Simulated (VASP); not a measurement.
GeTe₂Pb (space group P4/mmm): computed properties

The numbers are results of r2SCAN meta-GGA, VASP's PBE PAW potentials (set 64) (plane waves; VASP 6.6.1), not measurements.

| Quantity | Value |
|---|---|
| space group | P4/mmm (123) |
| cell | a = 4.4737 Å, b = 4.4737 Å, c = 6.2242 Å, α = 90.00°, β = 90.00°, γ = 90.00° |
| volume per atom | 31.14 Å^3/atom |
| band gap (over mesh and band path) | 0.21 eV |
| smallest direct gap (over mesh and band path) | 0.21 eV |
| band-edge character | direct, R to R |
| density | 7.13 g/cm³ |

Space group P4/mmm (No. 123); a = 4.4737 Å, b = 4.4737 Å, c = 6.2242 Å, α = 90.00°, β = 90.00°, γ = 90.00°

| atom | site | symmetry | x | y | z |
|---|---|---|---|---|---|
| Ge | 1a | 4/mmm | 0.0000 | 0.0000 | 0.0000 |
| Te | 1b | 4/mmm | 0.0000 | 0.0000 | 0.5000 |
| Te | 1c | 4/mmm | 0.5000 | 0.5000 | 0.0000 |
| Pb | 1d | 4/mmm | 0.5000 | 0.5000 | 0.5000 |

Unless said otherwise, spin-orbit coupling is left out, though it shifts the bands of the heavy elements here.

The structure comes from a computed database's GeTe2Pb entry (P4/mmm); how it stands against other phases isn't given here. It was relaxed first. Symmetry was kept, so distortions that lower it aren't found.
